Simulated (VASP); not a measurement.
**RhSi (relaxed from the CsCl type structure, space group Pm-3m): computed properties**

Method: PBEsol GGA, VASP's PBE PAW potentials (set 64) (plane waves; VASP).

```
Quantity                                                              Result
----------------------------------  ----------------------------------------
space group                                                      Pm-3m (221)
cell                                 a = b = c = 2.946 Å, α = β = γ = 90.00°
volume per atom                                                12.78 Å³/atom
band gap (over mesh and band path)  none (metal, semimetal or under 0.01 eV)
density                                                           8.51 g/cm³
```

```cif
data_RhSi
_chemical_formula_sum 'Rh1 Si1'
_space_group_name_H-M_alt 'Pm-3m'
_space_group_IT_number 221
_space_group_name_Hall '-P 4 2 3'
_cell_length_a 2.94571
_cell_length_b 2.94571
_cell_length_c 2.94571
_cell_angle_alpha 90.000
_cell_angle_beta 90.000
_cell_angle_gamma 90.000
loop_
_atom_site_label
_atom_site_type_symbol
_atom_site_symmetry_multiplicity
_atom_site_Wyckoff_symbol
_atom_site_fract_x
_atom_site_fract_y
_atom_site_fract_z
_atom_site_occupancy
Rh1 Rh 1 a 0.00000 0.00000 0.00000 1
Si1 Si 1 b 0.50000 0.50000 0.50000 1
```

The structure was generated: RhSi was put into the CsCl type type (Pm-3m), which need not be its known phase. It was relaxed first, which changed the volume by -28 %. Symmetry was kept, so distortions that lower it aren't found. The electron count is odd and the run is not spin-polarised, which forces a metal.
